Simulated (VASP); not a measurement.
The input files of a VASP run:

KPOINTS:
```
Automatic
0
G
7 7 11
0 0 0
```

### INCAR
```
SYSTEM = MnO2
PREC = Accurate
ENCUT = 620
EDIFF = 1E-6
NELM = 100
ALGO = Normal
LREAL = .FALSE.
LASPH = .TRUE.
ISMEAR = 1
SIGMA = 0.1
GGA = PS
LMAXMIX = 4
ISPIN = 2
MAGMOM = 2.4 -2.4 -0.0 0.0 0.0 -0.0
LORBIT = 10
LWAVE = .FALSE.
LCHARG = .FALSE.
IBRION = 2
ISIF = 3
NSW = 40
EDIFFG = -0.02
PSTRESS = 100
```

File POSCAR:
```
MnO2
1
    4.3418670050     0.0000000000     0.0000000000
    0.0000000000     4.3418670050     0.0000000000
    0.0000000000     0.0000000000     2.8167478261
Mn O
2 4
Direct
  0.0000000000   0.0000000000   0.0000000000
  0.5000000000   0.5000000000   0.5000000000
  0.3029084327   0.3029084327   0.0000000000
  0.8029084327   0.1970915673   0.5000000000
  0.1970915673   0.8029084327   0.5000000000
  0.6970915673   0.6970915673   0.0000000000
```

POTCAR, in this order: Mn_pv O (PBE.64 set). Program: vasp_std.

Question: Translate this PBEsol calculation to Ansatz.

Answer: One equivalent input (not run):
Ansatz 0.2 input:
```yaml
crystal:
  lattice:
    - [4.3418670, 0.0000000, 0.0000000]
    - [0.0000000, 4.3418670, 0.0000000]
    - [0.0000000, 0.0000000, 2.8167478]
  atoms:
    - { symbol: Mn, position: [0.0000000, 0.0000000, 0.0000000], spin: 2.4 }
    - { symbol: Mn, position: [0.5000000, 0.5000000, 0.5000000], spin: -2.4 }
    - { symbol: O, position: [0.3029084, 0.3029084, 0.0000000] }
    - { symbol: O, position: [0.8029084, 0.1970916, 0.5000000] }
    - { symbol: O, position: [0.1970916, 0.8029084, 0.5000000] }
    - { symbol: O, position: [0.6970916, 0.6970916, 0.0000000] }
kpoints:
  mp_grid: { grid: [7, 7, 11] }
hamiltonian:
  xc: pbesol
  pseudopotentials: { kind: paw }
magnetization: { spin_polarized: true }
scf:
  occupations: { method: methfessel_paxton, width: 0.1 }
  max_iter: 100
relax:
  max_steps: 40
  f_tol: 0.02
  cell: { p_target: 10 }
output: { forces: true, stress: true, eigenvalues: true }
```
Limits of the translation: each code has its own PAW files, so the cut-off isn't converted (ENCUT is set for VASP's; basis.ecutwfc is left out, and Ansatz then takes the one that its files recommend); Ansatz stops its SCF on the density residual and VASP on the energy change (EDIFF).

The compound is MnO2 in the rutile structure. This run relaxes it under an external pressure of 10 GPa. Symmetry was kept, so distortions that lower it aren't found.
